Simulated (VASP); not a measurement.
Output of a VASP run:

OSZICAR:
```
       N       E                     dE             d eps       ncg     rms          rms(c)
DAV:   1     0.169138206186E+03    0.16914E+03   -0.12225E+04  2956   0.164E+03
DAV:   2    -0.179400561139E+02   -0.18708E+03   -0.17906E+03  2945   0.328E+02
DAV:   3    -0.259260206631E+02   -0.79860E+01   -0.75631E+01  3279   0.939E+01
DAV:   4    -0.260636088665E+02   -0.13759E+00   -0.13716E+00  3418   0.110E+01
DAV:   5    -0.260684207590E+02   -0.48119E-02   -0.48116E-02  3528   0.194E+00    0.195E+01
DAV:   6    -0.270653236124E+02   -0.99690E+00   -0.66224E+01  3323   0.135E+02    0.214E+01
DAV:   7    -0.219267428221E+02    0.51386E+01   -0.19919E+01  3306   0.730E+01    0.252E+00
DAV:   8    -0.219164744725E+02    0.10268E-01   -0.42822E-01  3098   0.531E+00    0.158E+00
DAV:   9    -0.218967424092E+02    0.19732E-01   -0.48746E-02  3773   0.312E+00    0.564E-01
DAV:  10    -0.218965184495E+02    0.22396E-03   -0.35022E-03  3612   0.657E-01    0.144E-01
DAV:  11    -0.218964165329E+02    0.10192E-03   -0.29027E-04  3447   0.193E-01    0.848E-02
DAV:  12    -0.218963900865E+02    0.26446E-04   -0.10619E-04  3832   0.140E-01    0.445E-02
DAV:  13    -0.218963854838E+02    0.46027E-05   -0.13920E-05  3246   0.578E-02    0.147E-02
DAV:  14    -0.218963852281E+02    0.25565E-06   -0.46090E-06  3089   0.285E-02
   1 F= -.21896385E+02 E0= -.21895926E+02  d E =-.218964E+02  mag=     0.7547
       N       E                     dE             d eps       ncg     rms          rms(c)
DAV:   1    -0.219387817986E+02   -0.42396E-01   -0.40766E-01  3000   0.102E+01    0.193E+00
DAV:   2    -0.219530190770E+02   -0.14237E-01   -0.63274E-01  3355   0.130E+01    0.205E+00
DAV:   3    -0.218969322914E+02    0.56087E-01   -0.21641E-01  3319   0.785E+00    0.268E-01
DAV:   4    -0.218963651507E+02    0.56714E-03   -0.38399E-03  3134   0.569E-01    0.118E-01
DAV:   5    -0.218963524040E+02    0.12747E-04   -0.12413E-04  3880   0.126E-01    0.317E-02
DAV:   6    -0.218963546787E+02   -0.22747E-05   -0.16764E-05  3495   0.435E-02    0.169E-02
DAV:   7    -0.218963600185E+02   -0.53397E-05   -0.54147E-06  3168   0.243E-02    0.660E-03
DAV:   8    -0.218963608178E+02   -0.79936E-06   -0.10549E-06  1772   0.160E-02
   2 F= -.21896361E+02 E0= -.21895925E+02  d E =0.244103E-04  mag=     0.7586
       N       E                     dE             d eps       ncg     rms          rms(c)
DAV:   1    -0.219083050130E+02   -0.11945E-01   -0.11108E-01  2970   0.528E+00    0.100E+00
DAV:   2    -0.219119816453E+02   -0.36766E-02   -0.17212E-01  3324   0.684E+00    0.108E+00
DAV:   3    -0.218968953967E+02    0.15086E-01   -0.57164E-02  3310   0.404E+00    0.123E-01
DAV:   4    -0.218967847531E+02    0.11064E-03   -0.10200E-03  3084   0.272E-01    0.711E-02
DAV:   5    -0.218967476790E+02    0.37074E-04   -0.54990E-05  3981   0.107E-01    0.218E-02
DAV:   6    -0.218967453603E+02    0.23187E-05   -0.81458E-06  3891   0.336E-02    0.873E-03
DAV:   7    -0.218967446435E+02    0.71677E-06   -0.16283E-06  1962   0.164E-02
   3 F= -.21896745E+02 E0= -.21896297E+02  d E =-.359415E-03  mag=     0.7566
```

OUTCAR:
```
------------------------ aborting loop because EDIFF is reached ----------------------------------------
  FORCE on cell =-STRESS in cart. coord.  units (eV):
  Direction    XX          YY          ZZ          XY          YZ          ZX
  --------------------------------------------------------------------------------------
  Total        0.0060812      0.0060812      0.0060812      0.0000000     -0.0000000      0.0000000
  in kB        0.2152061      0.2152061      0.2152061      0.0000000     -0.0000000      0.0000000
  external PRESSURE =       0.2152061 kB  Pullay stress =       0.0000000 kB
  volume of cell :       45.27
      direct lattice vectors                 reciprocal lattice vectors
     3.564094272  0.000000000  0.000000000     0.280576192 -0.000000000  0.000000000
     0.000000000  3.564094272  0.000000000    -0.000000000  0.280576192 -0.000000000
    -0.000000000  0.000000000  3.564094272    -0.000000000 -0.000000000  0.280576192
 POSITION                                       TOTAL-FORCE (eV/Angst)
 -----------------------------------------------------------------------------------
      0.00000      0.00000      0.00000         0.000000     -0.000000      0.000000
      0.00000      1.78205      1.78205        -0.000000      0.000000      0.000000
      1.78205      0.00000      1.78205         0.000000      0.000000      0.000000
      1.78205      1.78205      0.00000         0.000000     -0.000000      0.000000
 -----------------------------------------------------------------------------------
    total drift:                                0.000000     -0.000000     -0.000000
  FREE ENERGIE OF THE ION-ELECTRON SYSTEM (eV)
  ---------------------------------------------------
  free  energy   TOTEN  =       -21.8967446435 eV

  energy  without entropy=      -21.8954007022  energy(sigma->0) =      -21.89629666

 total charge

# of ion       s       p       d       tot
------------------------------------------
    1        0.408   0.391   0.000   0.800
    2        0.492   0.514   8.375   9.381
    3        0.492   0.514   8.375   9.381
    4        0.492   0.514   8.375   9.381
--------------------------------------------------
tot          1.885   1.933  25.124  28.942

 magnetization (x)

# of ion       s       p       d       tot
------------------------------------------
    1       -0.000  -0.008   0.000  -0.009
    2       -0.003  -0.010   0.283   0.270
    3       -0.003  -0.010   0.283   0.270
    4       -0.003  -0.010   0.283   0.270
--------------------------------------------------
tot         -0.010  -0.038   0.849   0.801

 reached required accuracy - stopping structural energy minimisation
```
(Selected blocks of OUTCAR.)

POSCAR:
```
Ni3Al
1
    3.5597887242    -0.0000000000     0.0000000000
   -0.0000000000     3.5597887242     0.0000000000
   -0.0000000000    -0.0000000000     3.5597887242
Al Ni
1 3
Direct
  0.0000000000   0.0000000000   0.0000000000
  0.0000000000   0.5000000000   0.5000000000
  0.5000000000   0.0000000000   0.5000000000
  0.5000000000   0.5000000000   0.0000000000
```

Reconstruct the remaining input files.

This is not unique; one that fits is the input of the run itself, PBE GGA, plane waves, VASP's PBE PAW potentials (set 64).

KPOINTS:
```
Automatic mesh
0
Gamma
8 8 8
0 0 0
```

**INCAR**
```
LASPH = .TRUE.   # aspherical one-centre terms
LMAXMIX = 4   # l cut-off of mixed one-centre charges
NELM = 100   # most electronic steps
LCHARG = .FALSE.
PREC = Accurate
IBRION = 2
MAGMOM = 0.0 0.5 0.5 0.5
LWAVE = .FALSE.
ENCUT = 400
ISPIN = 2   # spin-polarised
SYSTEM = Ni3Al
LREAL = .FALSE.   # projection in real space or not
ISIF = 3   # ions, shape and volume
EDIFFG = -0.02
GGA = PE
LORBIT = 10
EDIFF = 1E-6   # SCF stop (eV)
NSW = 60
ISMEAR = 1   # Methfessel-Paxton
ALGO = Normal
SIGMA = 0.1   # width (eV)
```

POTCAR, in this order: Al Ni (PBE.64 set). Program: vasp_std.

The compound is Ni3Al in the L1_2 structure. This run relaxes it. Symmetry was kept, so distortions that lower it aren't found. The start is the result of an earlier pass.
